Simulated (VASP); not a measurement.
Here is the system:

```
Be
1.0
    1.13028    -1.95771     0.00000
    1.13028     1.95771     0.00000
    0.00000     0.00000     3.54028
Be
2
Direct
  0.33333   0.66667   0.25000
  0.66667   0.33333   0.75000
```

The numbers are results of vdW-DF2, VASP's PBE PAW potentials (set 64) (plane waves; VASP), not measurements. Run with 520 eV cut-off, Gaussian smearing of 0.050 eV, potentials Be.

### Question
Give the energies of bands 1 to 4 at the high-symmetry points, in eV from the Fermi level.

### Answer

```tsv
band	Γ	M	K	A	L	H
1	-11.31	-5.01	-2.46	-9.14	-3.65	-1.20
2	-4.41	-3.15	-1.05	-9.14	-3.65	-1.20
3	1.30	3.61	-1.05	10.89	1.64	0.41
4	15.70	6.57	6.67	10.89	1.64	0.41
```

It has no gap at this level: it comes out as a metal or semimetal.

The compound is Be in the hcp structure. It was relaxed first.
